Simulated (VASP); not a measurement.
Input:

```yaml
crystal:
  lattice:
    - [2.84042, 0.00000, 0.00000]
    - [0.00000, 2.84042, 0.00000]
    - [0.00000, 0.00000, 2.84042]
  atoms:
    - { symbol: Ga, position: [0.50000, 0.50000, 0.50000] }
    - { symbol: Co, position: [0.00000, 0.00000, 0.00000] }
```

The numbers are results of PBEsol GGA, VASP's PBE PAW potentials (set 64) (plane waves; VASP 6.6.1), not measurements. Settings: 500 eV cut-off, 13×13×13 Γ-centred mesh, first-order Methfessel-Paxton smearing of 0.10 eV, potentials Ga_d Co.

Q: Estimate the energy per atom (σ→0), band gap (on the k-mesh) with the smallest direct gap where there is one.

A: 
* **band gap (on the k-mesh)**: none (metal, semimetal or under 0.01 eV)
* **energy per atom (σ→0)**: -5887 meV/atom

Total energies compare only between runs with the same potentials, cut-off and functional.

The compound is CoGa in the CsCl type structure. It was relaxed first. The run is not spin-polarised, so no magnetic state was tried.
